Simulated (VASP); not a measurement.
Data:

```xyz
2
Lattice="3.6407 0.0000 0.0000 0.0000 3.6407 0.0000 0.0000 0.0000 3.6407" Properties=species:S:1:pos:R:3 pbc="T T T"
Lu     1.8204     1.8204     1.8204
Hg     0.0000     0.0000     0.0000
```

Computed with PBEsol GGA, VASP's PBE PAW potentials (set 64) (plane waves; VASP). Settings: 300 eV cut-off, 12×12×12 Γ-centred mesh, Fermi-Dirac smearing of 0.10 eV, potentials Lu_3 Hg.

At this cut-off the stress carries a Pulay error, which pulls relaxed volumes low.

### Question
Give the stress tensor in GPa (positive for a compressed cell).

### Answer

```
-3.78   0.00   0.00
 0.00  -3.78   0.00
 0.00   0.00  -3.78
```
The pressure is its mean diagonal, -3.78 GPa.

The structure comes from a computed database's LuHg entry (Pm-3m); how it stands against other phases isn't given here. The cell was not relaxed at this level. The electron count is odd and the run is not spin-polarised, which forces a metal.
